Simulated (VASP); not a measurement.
A convergence study with VASP on BaO (rock salt): one setting is varied, all else stays as given below, so the limit is that of these other settings.

```
CELL_PARAMETERS angstrom
      0.00000     2.77000     2.77000
      2.77000     0.00000     2.77000
      2.77000     2.77000     0.00000
ATOMIC_POSITIONS crystal
  Ba 0.00000 0.00000 0.00000
  O  0.50000 0.50000 0.50000
```

The numbers are results of PBE GGA, VASP's PBE PAW potentials (set 64) (plane waves; VASP), not measurements. The tightest run used: 700 eV cut-off, 17×17×17 Γ-centred mesh, Gaussian smearing of 0.050 eV, potentials Ba_sv O.

Problem. The settings run are 1×1×1 mesh; 2×2×2 mesh; 3×3×3 mesh; 4×4×4 mesh; 5×5×5 mesh; 6×6×6 mesh; 7×7×7 mesh; 8×8×8 mesh; 9×9×9 mesh; 10×10×10 mesh; 11×11×11 mesh; 12×12×12 mesh; 13×13×13 mesh; 14×14×14 mesh; 15×15×15 mesh; 16×16×16 mesh; 17×17×17 mesh. From which on does the stress (every component) stay within 0.5 GPa of the tightest run?

Solution. From 2×2×2 mesh on: it is off by 0.09 there and by no more than 0.5 in any finer run, while 1×1×1 mesh is off by 33.66.
```csv
setting,E (eV/atom),pressure (GPa),irreducible k-points,difference judged (GPa)
1×1×1 mesh,-2.3900,36.58,1,33.66
2×2×2 mesh,-5.8485,3.00,3,0.09
3×3×3 mesh,-5.8894,2.97,4,0.05
4×4×4 mesh,-5.8972,2.94,8,0.02
5×5×5 mesh,-5.8986,2.92,10,0.00
6×6×6 mesh,-5.8988,2.92,16,0.00
7×7×7 mesh,-5.8989,2.92,20,0.00
8×8×8 mesh,-5.8989,2.92,29,0.00
9×9×9 mesh,-5.8989,2.92,35,0.00
10×10×10 mesh,-5.8989,2.92,47,0.00
11×11×11 mesh,-5.8989,2.92,56,0.00
12×12×12 mesh,-5.8989,2.92,72,0.00
13×13×13 mesh,-5.8989,2.92,84,0.00
14×14×14 mesh,-5.8989,2.92,104,0.00
15×15×15 mesh,-5.8989,2.92,120,0.00
16×16×16 mesh,-5.8989,2.92,145,0.00
17×17×17 mesh,-5.8989,2.92,165,0.00
```

Left out are rungs that failed or repeat a setting and relaxations that didn't move; long series are thinned to 24 rows.

The compound is BaO in the rock salt structure. The cell was not relaxed at this level.
